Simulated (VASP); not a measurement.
**NaSb2Au in VASP: the effect of exact exchange**

NaSb2Au:

```
CELL_PARAMETERS angstrom
4.35730 0.00000 0.00000
-2.17865 3.77354 0.00000
0.00000 0.00000 6.81847
ATOMIC_POSITIONS crystal
Na 0.00000 0.00000 0.50000
Sb 0.66667 0.33333 0.81632
Sb 0.33333 0.66667 0.18368
Au 0.00000 0.00000 0.00000
```

The cell was built by a generator and needn't be a form met in nature.

Alike in all runs:

- Program: VASP 6.6.1
- Task: single point
- Functional: HSE(alpha, omega)
- Potentials or basis: VASP PAW PBE potentials, release 64 (Na_pv, Sb, Au)
- Cutoff: 520 eV
- k mesh: 4 × 4 × 2
- Occupations: fermi-dirac, width 0.05 eV
- Spin: no spin polarisation

| exact exchange | pressure (GPa) | largest force (eV/Å) |
| --- | --- | --- |
| 0.05 | -0.2 | 0.01 |
| 0.1 | -0.6 | 0.07 |
| 0.15 | -1.1 | 0.14 |
| 0.2 | ? | ? |
| 0.25 | -2.0 | 0.27 |
| 0.3 | -2.6 | 0.35 |
| 0.4 | -3.8 | 0.52 |
| 0.5 | -5.4 | 0.77 |

Q: What does the run with exact exchange 0.2 give?

A: Pressure -1.5 GPa; largest force 0.20 eV/Å.

Worked out: A parabola through the other rows of the pressure, of slope -9.89 GPa per unit of exact exchange there, gives -1.5 GPa, against the run's -1.5. A parabola through the other rows of the largest force, of slope 1.4 eV/Å per unit of exact exchange there, gives 0.19 eV/Å, against the run's 0.20.

Caveats: all runs use coarse meshes; the PAW data sets were made with another functional, which shifts forces and pressure a little.
